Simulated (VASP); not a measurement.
OSZICAR of a VASP run on CdTe (zinc blende):

File OSZICAR:
```
       N       E                     dE             d eps       ncg     rms          rms(c)
DAV:   1    -0.643674530351E+01   -0.64367E+01   -0.10304E+00   416   0.788E+00    0.871E+00
DAV:   2    -0.644484535638E+01   -0.81001E-02   -0.37339E-02   499   0.225E+00    0.568E+00
DAV:   3    -0.644433950902E+01    0.50585E-03   -0.16660E-03   591   0.472E-01    0.351E+00
DAV:   4    -0.644412070205E+01    0.21881E-03   -0.15367E-04   471   0.137E-01    0.209E+00
DAV:   5    -0.644406065613E+01    0.60046E-04   -0.51361E-05   451   0.645E-02    0.125E+00
DAV:   6    -0.644404510824E+01    0.15548E-04   -0.12281E-05   451   0.326E-02    0.748E-01
DAV:   7    -0.644404090093E+01    0.42073E-05   -0.24056E-06   446   0.156E-02    0.447E-01
DAV:   8    -0.644403970799E+01    0.11929E-05   -0.87447E-07   253   0.885E-03    0.267E-01
DAV:   9    -0.644403988647E+01   -0.17848E-06   -0.46502E-07   248   0.597E-03
   1 F= -.64440399E+01 E0= -.64440399E+01  d E =-.746737E-14
```

### Question
Which electronic solver shows in the log?

### Answer
It is blocked Davidson (ALGO = Normal, or the opening steps of other solvers). The INCAR had ALGO = Normal.

### Question
Can the final energy be trusted as converged?

### Answer
The run converged. It stopped with EDIFF = 1E-6, NELM = 60 (HSEsol screened hybrid, plane waves, VASP's PBE PAW potentials (set 64)).

The compound is CdTe in the zinc blende structure. This cell is one point of a volume scan, at 1.03 of the reference volume. The cell's shape comes from a PBE relaxation.
